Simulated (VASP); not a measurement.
These are PBE GGA with spin-orbit coupling, VASP's PBE PAW potentials (set 64) (plane waves; VASP 6.6.1) values and carry that method's errors.

VASP input:

POSCAR:
```
Cu
1
    0.0000000000     1.8411000000     1.8411000000
    1.8411000000     0.0000000000     1.8411000000
    1.8411000000     1.8411000000     0.0000000000
Cu
1
Direct
  0.0000000000   0.0000000000   0.0000000000
```

**KPOINTS**
```
Automatic mesh
0
Gamma
15 15 15
0 0 0
```

INCAR:
```
EDIFF = 1E-6   # SCF stop (eV)
GGA_COMPAT = .False.
ISMEAR = 1
PREC = Accurate
GGA = PE   # PBE
MAGMOM = 3*0
LASPH = .True.   # aspherical one-centre terms
ENCUT = 400   # plane-wave cut-off (eV)
ALGO = Normal
LMAXMIX = 4   # l cut-off of mixed one-centre charges
LREAL = .False.   # projection in real space or not
ISIF = 2
LWAVE = .False.
SYSTEM = Cu
SIGMA = 0.1   # width (eV)
LSORBIT = .True.
LCHARG = .False.
NELM = 100   # most electronic steps
```

POTCAR, in this order: Cu (PBE.64 set). Program: vasp_ncl.

Output

OSZICAR:
```
       N       E                     dE             d eps       ncg     rms          rms(c)
DAV:   1     0.567115786376E+02    0.56712E+02   -0.44746E+03  4672   0.178E+03
DAV:   2    -0.198754693400E+01   -0.58699E+02   -0.55267E+02  4330   0.262E+02
DAV:   3    -0.457972026276E+01   -0.25922E+01   -0.24469E+01  4844   0.761E+01
DAV:   4    -0.460727798968E+01   -0.27558E-01   -0.27544E-01  5096   0.824E+00
DAV:   5    -0.460766255801E+01   -0.38457E-03   -0.38455E-03  5260   0.824E-01    0.760E+00
DAV:   6    -0.413300517614E+01    0.47466E+00   -0.59734E+00  4598   0.960E+01    0.423E+00
DAV:   7    -0.373608624448E+01    0.39692E+00   -0.12591E+00  4690   0.410E+01    0.519E-01
DAV:   8    -0.372775052912E+01    0.83357E-02   -0.93392E-03  5392   0.184E+00    0.351E-01
DAV:   9    -0.372558146615E+01    0.21691E-02   -0.38705E-03  4932   0.242E+00    0.201E-02
DAV:  10    -0.372559663818E+01   -0.15172E-04   -0.10356E-04  6250   0.190E-01    0.769E-03
DAV:  11    -0.372559806345E+01   -0.14253E-05   -0.70690E-07  3726   0.140E-02    0.298E-03
DAV:  12    -0.372559783681E+01    0.22664E-06   -0.31640E-07  2690   0.240E-02
   1 F= -.37255978E+01 E0= -.37254932E+01  d E =-.313941E-03  mag=     0.0000    -0.0000    -0.0000
```

OUTCAR:
```
------------------------ aborting loop because EDIFF is reached ----------------------------------------
  FORCE on cell =-STRESS in cart. coord.  units (eV):
  Direction    XX          YY          ZZ          XY          YZ          ZX
  --------------------------------------------------------------------------------------
  Total       -0.4438898     -0.4438898     -0.4438898      0.0000000     -0.0000000      0.0000000
  in kB      -56.9801569    -56.9801569    -56.9801569      0.0000000     -0.0000000      0.0000000
  external PRESSURE =     -56.9801569 kB  Pullay stress =       0.0000000 kB
  volume of cell :       12.48
      direct lattice vectors                 reciprocal lattice vectors
     0.000000000  1.841100000  1.841100000    -0.271576775  0.271576775  0.271576775
     1.841100000  0.000000000  1.841100000     0.271576775 -0.271576775  0.271576775
     1.841100000  1.841100000  0.000000000     0.271576775  0.271576775 -0.271576775
 POSITION                                       TOTAL-FORCE (eV/Angst)
 -----------------------------------------------------------------------------------
      0.00000      0.00000      0.00000         0.000000      0.000000      0.000000
 -----------------------------------------------------------------------------------
    total drift:                                0.000000      0.000000      0.000000
  FREE ENERGIE OF THE ION-ELECTRON SYSTEM (eV)
  ---------------------------------------------------
  free  energy   TOTEN  =        -3.7255978368 eV

  energy  without entropy=       -3.7252838962  energy(sigma->0) =       -3.72549319

 Ion:    1  E_soc:     -0.0129909
```
(Selected blocks of OUTCAR.)

The compound is Cu in the fcc structure. The cell was not relaxed at this level. The run is one of a series of settings (GGA_COMPAT = .FALSE., LSORBIT = .TRUE., MAGMOM = 0 0 0, program vasp_ncl against the base run), some of them coarse on purpose.
